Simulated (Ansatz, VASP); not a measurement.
# In2S in two plane-wave programs, part 2 of 2

One calculation is typed for both programs; each brings its own data sets. How far apart do they land? The cell is generated by rule, not measured, and may not be a known phase. The cell is taken from a series of runs on this material, whose earlier steps may have relaxed, scaled, displaced or heated it; both programs get it as it stands.

VASP 6.6.1 and Ansatz 0.2.0.

So far: Starting point; Ansatz: zone-centre phonons, PBEsol.

## Step 3: VASP: zone-centre phonons, PBEsol

Level of this step: PBEsol; plane waves and PAW (S, In_d); invented cell (VASP).

The same cell, functional, mesh and smearing now go to VASP, with its own data sets.

Lines of VASP's logs that name or quote its potential files are left out, and so is its time.

File INCAR:

```
SYSTEM = In2S
PREC = Accurate
ENCUT = 500
EDIFF = 1E-08
NELM = 120
ISMEAR = 1
SIGMA = 0.15
LREAL = .FALSE.
ALGO = Normal
GGA = PS
NBANDS = 22
LORBIT = 11
LWAVE = .FALSE.
LCHARG = .FALSE.
ISIF = 2
IBRION = 8
LASPH = .TRUE.
GGA_COMPAT = .FALSE.
KPAR = 2
```

File POSCAR:

```
In2S
1.0
    2.9676198659     -3.4635719200      0.0000000000
    2.9676198659      3.4635719200      0.0000000000
    0.0000000000      0.0000000000      3.8851958978
S In
1 2
Direct
    0.5000000000      0.5000000000      0.0000000000
    0.2331131611      0.7668868389      0.5000000000
    0.7668868389      0.2331131611      0.5000000000
```

File KPOINTS:

```
Automatic mesh
0
Gamma
8 8 10
0 0 0
```

Potentials, in the order of the species: S and In_d (PBE family, release 64).

On the command line:

```sh
mpirun -np 2 vasp_std
```

Numbers of over 12 decimals in the logs are rounded to 6 here.

The program printed:

```text
[banner, memory and clock lines left out]
running    2 mpi-ranks, on    1 nodes
 distrk:  each k-point on    1 cores,    2 groups
 distr:  one band on    1 cores,    1 groups

 POSCAR found type information on POSCAR S In
 POSCAR found :  2 types and       3 ions
|                                                                             |
|               ----> ADVICE to this user running VASP <----                  |
|                                                                             |
|     You enforced a specific xc type in the INCAR file but a different       |
|     [... a line on the potential file left out ...]
|     I HOPE YOU KNOW WHAT YOU ARE DOING!                                     |
|                                                                             |

 LDA part: xc-table for (Slater+PW92), standard interpolation
 POSCAR, INCAR and KPOINTS ok, starting setup
 FFT: planning ... GRIDC
 FFT: planning ... GRID_SOFT
 FFT: planning ... GRID
 WAVECAR not read
 entering main loop
       N       E                     dE             d eps       ncg     rms          rms(c)
DAV:   1     0.269660020869E+03    0.26966E+03   -0.15124E+04  5550   0.174E+03
DAV:   2     0.156474626116E+02   -0.25401E+03   -0.24478E+03  5658   0.402E+02
DAV:   3    -0.100991479961E+02   -0.25747E+02   -0.24785E+02  7034   0.140E+02
DAV:   4    -0.112356067235E+02   -0.11365E+01   -0.11334E+01  6530   0.305E+01
DAV:   5    -0.112919066174E+02   -0.56300E-01   -0.56290E-01  8602   0.625E+00    0.695E+00
DAV:   6    -0.108465005180E+02    0.44541E+00   -0.72890E-01  8382   0.146E+01    0.406E+00
DAV:   7    -0.108492797670E+02   -0.27792E-02   -0.22919E-01  7438   0.316E+00    0.184E+00
DAV:   8    -0.108456853640E+02    0.35944E-02   -0.18520E-02  8434   0.134E+00    0.389E-01
DAV:   9    -0.108447916481E+02    0.89372E-03   -0.43863E-03  8940   0.835E-01    0.190E-01
DAV:  10    -0.108447864425E+02    0.52056E-05   -0.75115E-04  7560   0.263E-01    0.108E-01
DAV:  11    -0.108447975623E+02   -0.11120E-04   -0.21728E-04  8870   0.141E-01    0.526E-02
DAV:  12    -0.108447970670E+02    0.49526E-06   -0.14921E-05  6684   0.344E-02    0.201E-02
DAV:  13    -0.108447974312E+02   -0.36413E-06   -0.87361E-07  7580   0.844E-03    0.128E-02
DAV:  14    -0.108447975985E+02   -0.16732E-06   -0.31811E-07  6980   0.390E-03    0.383E-03
DAV:  15    -0.108447976332E+02   -0.34649E-07   -0.13824E-07  6726   0.392E-03    0.105E-03
DAV:  16    -0.108447976717E+02   -0.38561E-07   -0.40497E-08  6904   0.154E-03    0.955E-04
DAV:  17    -0.108447976624E+02    0.92837E-08   -0.28480E-09  3510   0.542E-04
   1 F= -.10844798E+02 E0= -.10844598E+02  d E =-.598179E-03
 Linear response reoptimize wavefunctions to high precision
DAV:   1    -0.108447976597E+02    0.27758E-08   -0.10371E-09  3756   0.554E-04
DAV:   2    -0.108447976597E+02   -0.62300E-10   -0.49398E-10  3360   0.178E-04
 Linear response DOF=           6
 Linear response progress:
  Degree of freedom:   1/  6
       N       E                     dE             d eps       ncg     rms          rms(c)
RMM:   1    -0.113377643444E+00   -0.11338E+00    0.31481E-02 11562   0.138E+00
RMM:   2    -0.111376995576E+00    0.20006E-02   -0.34804E-03  9009   0.357E-01    0.510E-02
RMM:   3    -0.111647767127E+00   -0.27077E-03   -0.50878E-04  9783   0.141E-01    0.307E-02
RMM:   4    -0.111793019870E+00   -0.14525E-03   -0.76069E-05  9678   0.478E-02    0.205E-02
RMM:   5    -0.111886038109E+00   -0.93018E-04   -0.12105E-05  9621   0.184E-02    0.679E-03
RMM:   6    -0.111877418293E+00    0.86198E-05   -0.11534E-06 10185   0.622E-03    0.168E-03
RMM:   7    -0.111878052155E+00   -0.63386E-06   -0.19864E-07 10492   0.190E-03    0.818E-04
RMM:   8    -0.111878224797E+00   -0.17264E-06    0.19361E-07  9633   0.875E-04    0.164E-04
RMM:   9    -0.111878106860E+00    0.11794E-06    0.22240E-07 10905   0.300E-04    0.925E-05
RMM:  10    -0.111877846589E+00    0.26027E-06   -0.78771E-08 10370   0.111E-04    0.264E-05
RMM:  11    -0.111877864452E+00   -0.17863E-07   -0.11921E-07 10951   0.513E-05    0.550E-06
RMM:  12    -0.111877851355E+00    0.13096E-07    0.76721E-08 10787   0.296E-05    0.369E-06
RMM:  13    -0.111877855572E+00   -0.42167E-08    0.18626E-08  8940   0.215E-05    0.148E-06
 first order change of Fermi-energy   0.10047E-03
 force on displaced ion       1 direction 1 :   0.122   0.000   0.000
 Linear response progress:
  Degree of freedom:   2/  6
       N       E                     dE             d eps       ncg     rms          rms(c)
RMM:   1    -0.115284448319E+00   -0.11528E+00    0.69029E-02 14132   0.174E+00
RMM:   2    -0.110843127706E+00    0.44413E-02   -0.21696E-03  8510   0.635E-01    0.203E-01
RMM:   3    -0.111541985579E+00   -0.69886E-03   -0.11526E-03  9012   0.254E-01    0.655E-02
RMM:   4    -0.111843671950E+00   -0.30169E-03   -0.20339E-04  9514   0.102E-01    0.161E-02
RMM:   5    -0.111889051666E+00   -0.45380E-04   -0.26569E-05 10463   0.353E-02    0.118E-02
RMM:   6    -0.111880898684E+00    0.81530E-05   -0.31510E-06 10014   0.101E-02    0.596E-03
RMM:   7    -0.111900958249E+00   -0.20060E-04   -0.13245E-06  8986   0.549E-03    0.201E-03
RMM:   8    -0.111895772955E+00    0.51853E-05    0.12077E-06 10526   0.188E-03    0.139E-03
RMM:   9    -0.111893424160E+00    0.23488E-05   -0.32362E-07  8897   0.119E-03    0.265E-03
[...]
RMM:  14    -0.111894112801E+00    0.26285E-07    0.47572E-08 10616   0.346E-05    0.597E-05
RMM:  15    -0.111894092530E+00    0.20270E-07    0.74948E-08  9736   0.264E-05    0.217E-05
RMM:  16    -0.111894086263E+00    0.62676E-08    0.86545E-08 10869   0.202E-05    0.107E-06
 first order change of Fermi-energy   0.19901E-03
 force on displaced ion       1 direction 2 :   0.000  -3.638   0.000
 Linear response progress:
  Degree of freedom:   3/  6
       N       E                     dE             d eps       ncg     rms          rms(c)
RMM:   1    -0.110566733667E+00   -0.11057E+00    0.53391E-02 11077   0.177E+00
RMM:   2    -0.106379260227E+00    0.41875E-02   -0.37330E-03  8708   0.574E-01    0.189E-01
RMM:   3    -0.107202545432E+00   -0.82329E-03   -0.11227E-03  9698   0.218E-01    0.629E-02
RMM:   4    -0.107586116991E+00   -0.38357E-03   -0.19390E-04  9656   0.851E-02    0.148E-02
RMM:   5    -0.107658598841E+00   -0.72482E-04   -0.19925E-05 10270   0.286E-02    0.979E-03
RMM:   6    -0.107648336444E+00    0.10262E-04   -0.23305E-06 10016   0.913E-03    0.438E-03
RMM:   7    -0.107657705431E+00   -0.93690E-05   -0.51339E-07 10161   0.347E-03    0.180E-03
RMM:   8    -0.107657315014E+00    0.39042E-06    0.44166E-07 10658   0.112E-03    0.692E-04
RMM:   9    -0.107656841798E+00    0.47322E-06    0.44049E-07 10657   0.364E-04    0.207E-04
RMM:  10    -0.107656605611E+00    0.23619E-06    0.16677E-07 10472   0.161E-04    0.559E-05
RMM:  11    -0.107656596119E+00    0.94920E-08    0.10621E-07 11068   0.726E-05    0.327E-05
RMM:  12    -0.107656540153E+00    0.55966E-07    0.45692E-09 10205   0.440E-05    0.124E-05
RMM:  13    -0.107656547763E+00   -0.76101E-08    0.50874E-08 10171   0.340E-05    0.269E-06
 first order change of Fermi-energy   0.63590E-03
 force on displaced ion       1 direction 3 :   0.000   0.000  -4.298
 Linear response progress:
  Degree of freedom:   4/  6
       N       E                     dE             d eps       ncg     rms          rms(c)
RMM:   1    -0.236728267701E+00   -0.23673E+00   -0.12878E-01 12175   0.439E+00
RMM:   2    -0.239867915432E+00   -0.31396E-02   -0.18693E-02 14621   0.103E+00    0.847E-02
RMM:   3    -0.240050718936E+00   -0.18280E-03   -0.21861E-03 15870   0.343E-01    0.362E-02
RMM:   4    -0.240021347921E+00    0.29371E-04   -0.19649E-04 16724   0.112E-01    0.296E-02
RMM:   5    -0.240063371408E+00   -0.42023E-04   -0.29642E-05 16435   0.416E-02    0.985E-03
RMM:   6    -0.240078814983E+00   -0.15444E-04   -0.54107E-06 16944   0.170E-02    0.225E-03
RMM:   7    -0.240085279613E+00   -0.64646E-05   -0.10424E-06 17030   0.665E-03    0.780E-04
RMM:   8    -0.240085852610E+00   -0.57300E-06   -0.23298E-07 17553   0.269E-03    0.401E-04
RMM:   9    -0.240085208968E+00    0.64364E-06   -0.34948E-08 17679   0.108E-03    0.202E-04
RMM:  10    -0.240085403408E+00   -0.19444E-06    0.16660E-07 17378   0.514E-04    0.101E-04
RMM:  11    -0.240085366308E+00    0.37100E-07    0.17428E-07 18483   0.262E-04    0.515E-05
RMM:  12    -0.240085348872E+00    0.17436E-07    0.12573E-07 18197   0.140E-04    0.244E-05
RMM:  13    -0.240085388545E+00   -0.39673E-07    0.49308E-08 16935   0.884E-05    0.304E-05
RMM:  14    -0.240085402172E+00   -0.13627E-07    0.37043E-08 18262   0.573E-05    0.606E-05
RMM:  15    -0.240085373391E+00    0.28781E-07    0.15750E-08 17421   0.429E-05    0.207E-05
RMM:  16    -0.240085369938E+00    0.34535E-08    0.85908E-09 14629   0.343E-05    0.201E-05
 first order change of Fermi-energy   0.13218E-03
 force on displaced ion       2 direction 1 :  -3.860  -0.001   0.000
 Linear response progress:
  Degree of freedom:   5/  6
       N       E                     dE             d eps       ncg     rms          rms(c)
RMM:   1    -0.236363233938E+00   -0.23636E+00   -0.12901E-01  7711   0.435E+00
RMM:   2    -0.238817446254E+00   -0.24542E-02   -0.18910E-02  9112   0.109E+00    0.123E-01
RMM:   3    -0.238763733168E+00    0.53713E-04   -0.21590E-03 10001   0.352E-01    0.572E-02
RMM:   4    -0.238530305866E+00    0.23343E-03   -0.23235E-04 10103   0.119E-01    0.303E-02
RMM:   5    -0.238489514466E+00    0.40791E-04   -0.27794E-05  9385   0.466E-02    0.106E-02
RMM:   6    -0.238499629148E+00   -0.10115E-04   -0.64288E-06 10256   0.221E-02    0.358E-03
RMM:   7    -0.238513468736E+00   -0.13840E-04   -0.95366E-07 10156   0.766E-03    0.173E-03
RMM:   8    -0.238517766125E+00   -0.42974E-05   -0.28621E-07 10504   0.328E-03    0.820E-04
RMM:   9    -0.238516946227E+00    0.81990E-06   -0.13146E-08  9464   0.148E-03    0.330E-04
RMM:  10    -0.238516008096E+00    0.93813E-06    0.15151E-07 10292   0.768E-04    0.204E-04
RMM:  11    -0.238515821396E+00    0.18670E-06    0.14507E-07 10193   0.404E-04    0.126E-04
RMM:  12    -0.238516014032E+00   -0.19264E-06    0.87058E-08  9626   0.248E-04    0.157E-04
RMM:  13    -0.238516011680E+00    0.23519E-08   -0.10873E-08 11063   0.142E-04    0.204E-04
 first order change of Fermi-energy   0.27959E-01
 force on displaced ion       2 direction 2 :   0.000  -3.329   0.000
 Linear response progress:
  Degree of freedom:   6/  6
       N       E                     dE             d eps       ncg     rms          rms(c)
RMM:   1    -0.233224135549E+00   -0.23322E+00   -0.13427E-01 11457   0.431E+00
RMM:   2    -0.235520118836E+00   -0.22960E-02   -0.14215E-02 13374   0.996E-01    0.858E-02
RMM:   3    -0.235507944460E+00    0.12174E-04   -0.17733E-03 14978   0.312E-01    0.365E-02
RMM:   4    -0.235318217119E+00    0.18973E-03   -0.15190E-04 15068   0.105E-01    0.218E-02
RMM:   5    -0.235263033760E+00    0.55183E-04   -0.23908E-05 15259   0.382E-02    0.717E-03
RMM:   6    -0.235248851931E+00    0.14182E-04   -0.56876E-06 15255   0.148E-02    0.175E-03
RMM:   7    -0.235252080216E+00   -0.32283E-05   -0.10246E-06 15076   0.552E-03    0.803E-04
RMM:   8    -0.235250315956E+00    0.17643E-05   -0.85156E-07 15764   0.243E-03    0.346E-04
RMM:   9    -0.235248942140E+00    0.13738E-05   -0.24903E-07 15930   0.999E-04    0.131E-04
RMM:  10    -0.235248853617E+00    0.88523E-07   -0.17853E-07 16365   0.489E-04    0.773E-05
RMM:  11    -0.235248534771E+00    0.31885E-06    0.64835E-08 15512   0.266E-04    0.403E-05
RMM:  12    -0.235248715406E+00   -0.18064E-06   -0.93909E-08 15516   0.157E-04    0.316E-05
RMM:  13    -0.235248705472E+00    0.99347E-08    0.29744E-08 16868   0.960E-05    0.394E-05
 first order change of Fermi-energy  -0.32309E-03
 force on displaced ion       2 direction 3 :   0.000  -0.000  -2.036
 Linear response finished
```

OUTCAR, selected parts (step 3):

```text
ion  position               nearest neighbor table
   1  0.500  0.500  0.000-   2 2.68   3 2.68   2 2.68   3 2.68
   2  0.233  0.767  0.500-   1 2.68   1 2.68   3 2.98   3 2.98   3 3.23   3 3.70
   3  0.767  0.233  0.500-   1 2.68   1 2.68   2 2.98   2 2.98   2 3.23   2 3.70

  LATTYP: Found a base centered orthorhombic cell.
 ALAT       =     5.9352397318
 B/A-ratio  =     1.1671211531
 C/A-ratio  =     0.6545979730

 Subroutine GETGRP returns: Found  8 space group operations
 (whereof  8 operations were pure point group operations)

The static configuration has the point symmetry D_2h.

 Found    126 irreducible k-points:

   k-points           NKPTS =    126   k-points in BZ     NKDIM =    126   number of bands    NBANDS=     22

   dimension x,y,z NGX =    36 NGY =   36 NGZ =   28
   dimension x,y,z NGXF=    72 NGYF=   72 NGZF=   56

   ENCUT  =  500.0 eV  36.75 Ry    6.06 a.u.   8.32  8.32  7.08*2*pi/ulx,y,z

   NELECT =      32.0000    total number of electrons

 k-points in reciprocal lattice and weights: Automatic mesh
   0.00000000  0.00000000  0.00000000       0.002
   0.12500000  0.00000000  0.00000000       0.006
   0.25000000  0.00000000  0.00000000       0.006
   0.37500000  0.00000000  0.00000000       0.006
   0.50000000  0.00000000  0.00000000       0.003
   0.12500000  0.12500000  0.00000000       0.003
   0.25000000  0.12500000  0.00000000       0.006
   0.37500000  0.12500000  0.00000000       0.006
   0.50000000  0.12500000  0.00000000       0.006
[...]
-0.37500000  0.37500000  0.50000000       0.003
   0.50000000  0.50000000  0.50000000       0.002

 average (electrostatic) potential at core
       1 -86.0170       2 -95.4261       3 -95.4261

  Total       -0.0172646     -0.0000587      0.0035954      0.0000000      0.0000000      0.0000000
  in kB       -0.3463308     -0.0011778      0.0721253      0.0000000      0.0000000      0.0000000
  external PRESSURE =      -0.0917944 kB  Pullay stress =       0.0000000 kB

  energy-cutoff  :      500.00
  volume of cell :       79.87
      direct lattice vectors                 reciprocal lattice vectors
     2.967619866 -3.463571920  0.000000000     0.168485191 -0.144359641  0.000000000
     2.967619866  3.463571920  0.000000000     0.168485191  0.144359641  0.000000000
     0.000000000  0.000000000  3.885195898     0.000000000  0.000000000  0.257387279

 POSITION                                       TOTAL-FORCE (eV/Angst)
 -----------------------------------------------------------------------------------
      2.96762      0.00000      0.00000        -0.000000     -0.000000      0.000000
      2.96762      1.84876      1.94260         0.000000      0.004901     -0.000000
      2.96762     -1.84876      1.94260         0.000000     -0.004901      0.000000
 -----------------------------------------------------------------------------------
    total drift:                                0.000000      0.000000      0.000000

 Eigenvectors and eigenvalues of the dynamical matrix
 ----------------------------------------------------

   1 f  =    6.109938 THz    38.389874 2PiTHz  203.805600 cm-1    25.268663 meV
             X         Y         Z           dx          dy          dz
      2.967620  0.000000  0.000000     0.000000   -0.000000    0.936783
      2.967620  1.848764  1.942598    -0.000000    0.000000   -0.247424
      2.967620 -1.848764  1.942598     0.000000    0.000000   -0.247424

   2 f  =    5.619990 THz    35.311441 2PiTHz  187.462699 cm-1    23.242402 meV
             X         Y         Z           dx          dy          dz
      2.967620  0.000000  0.000000    -0.000000   -0.936984   -0.000000
      2.967620  1.848764  1.942598     0.000000    0.247044    0.000000
      2.967620 -1.848764  1.942598    -0.000000    0.247044    0.000000

   3 f  =    4.067927 THz    25.559536 2PiTHz  135.691424 cm-1    16.823585 meV
             X         Y         Z           dx          dy          dz
      2.967620  0.000000  0.000000     0.000000    0.000000    0.000000
      2.967620  1.848764  1.942598     0.707107   -0.000000    0.000000
      2.967620 -1.848764  1.942598    -0.707107    0.000000   -0.000000

   4 f  =    3.212026 THz    20.181754 2PiTHz  107.141651 cm-1    13.283866 meV
             X         Y         Z           dx          dy          dz
      2.967620  0.000000  0.000000    -0.000000    0.000000    0.000000
      2.967620  1.848764  1.942598    -0.000000   -0.707107   -0.000000
      2.967620 -1.848764  1.942598     0.000000    0.707107    0.000000

   5 f  =    2.024395 THz    12.719647 2PiTHz   67.526541 cm-1     8.372220 meV
             X         Y         Z           dx          dy          dz
      2.967620  0.000000  0.000000     0.000000    0.000000   -0.000000
      2.967620  1.848764  1.942598     0.000000    0.000000   -0.707107
      2.967620 -1.848764  1.942598     0.000000    0.000000    0.707107

   6 f  =    0.020199 THz     0.126913 2PiTHz    0.673761 cm-1     0.083536 meV
             X         Y         Z           dx          dy          dz
      2.967620  0.000000  0.000000     0.331466   -0.000000   -0.000000
      2.967620  1.848764  1.942598     0.667132   -0.000000   -0.000000
      2.967620 -1.848764  1.942598     0.667132   -0.000000   -0.000000

   7 f/i=    0.000836 THz     0.005254 2PiTHz    0.027890 cm-1     0.003458 meV
             X         Y         Z           dx          dy          dz
      2.967620  0.000000  0.000000    -0.000000   -0.000000   -0.349910
      2.967620  1.848764  1.942598    -0.000000   -0.000000   -0.662406
      2.967620 -1.848764  1.942598    -0.000000   -0.000000   -0.662406

   8 f/i=    0.003990 THz     0.025070 2PiTHz    0.133093 cm-1     0.016501 meV
             X         Y         Z           dx          dy          dz
      2.967620  0.000000  0.000000     0.000000    0.349373   -0.000000
      2.967620  1.848764  1.942598     0.000000    0.662548   -0.000000
      2.967620 -1.848764  1.942598     0.000000    0.662548   -0.000000

   9 f/i=    1.022314 THz     6.423390 2PiTHz   34.100735 cm-1     4.227950 meV
             X         Y         Z           dx          dy          dz
      2.967620  0.000000  0.000000     0.943467   -0.000000   -0.000000
      2.967620  1.848764  1.942598    -0.234382   -0.000000    0.000000
      2.967620 -1.848764  1.942598    -0.234382   -0.000000   -0.000000

 ELASTIC MODULI CONTR FROM IONIC RELAXATION (kBar)
 Direction    XX          YY          ZZ          XY          YZ          ZX
 --------------------------------------------------------------------------------
 XX          -1.7153    -26.0822    -20.8134     -0.0000      0.0000      0.0000
 YY         -26.0822   -396.6025   -316.4846     -0.0000      0.0000      0.0000
 ZZ         -20.8134   -316.4846   -252.5514     -0.0000      0.0000      0.0000
 XY          -0.0000     -0.0000     -0.0000     -6.7943     -0.0000      0.0000
 YZ           0.0000      0.0000      0.0000     -0.0000   -227.3186      0.0000
 ZX           0.0000      0.0000      0.0000      0.0000      0.0000      0.0000
 --------------------------------------------------------------------------------
```

Energies printed during the response cycles are not total energies of the cell. The PAW data sets were made with PBE, which is usual practice but a small mismatch for other functionals.

## Step 4: Differences

Known differences besides the potentials themselves: the cutoff is 420 eV in Ansatz and 500 eV in VASP; Ansatz makes its cores anew for this functional, VASP keeps those of its PBE data sets. Total energies have different zeros and are not compared.

The two programs side by side:

```tsv
quantity	Ansatz	VASP	difference
optical mode 1 (imaginary, printed as negative) (cm⁻¹)	-33.6	-34.1	+0.5
optical mode 2 (cm⁻¹)	67.4	67.5	-0.25 %
optical mode 3 (cm⁻¹)	107.3	107.1	+0.18 %
optical mode 4 (cm⁻¹)	135.3	135.7	-0.26 %
optical mode 5 (cm⁻¹)	187.4	187.5	-0.02 %
optical mode 6 (cm⁻¹)	203.4	203.8	-0.17 %
```

Modes are paired by rising frequency, not by their patterns, so a pair may set unlike modes beside each other; they are those without the splitting of longitudinal modes.

## Step 5: What came out

```
r.m.s. difference of the optical zone-centre modes, each program's sorted by frequency (zone-centre phonons, PBEsol) : 0.30 cm⁻¹
```

In words: The r.m.s. difference of the optical zone-centre modes, each program's sorted by frequency is 0.30 cm⁻¹ (zone-centre phonons, PBEsol). How closely two codes agree says nothing of how well the functional describes the real material.

[Lines on the potential files, build, host, timing and source positions are cut from VASP's logs without a mark.]

[Logs are printed without paths, hosts, clocks, repeated set-up lines and the standing remarks that a program may print on its own settings, such as how far it seeks lower states.]

[Hosts, paths, dates, database ids (printed as entryN), source tags and the programs' standing remarks are cut or masked in the printed files.]
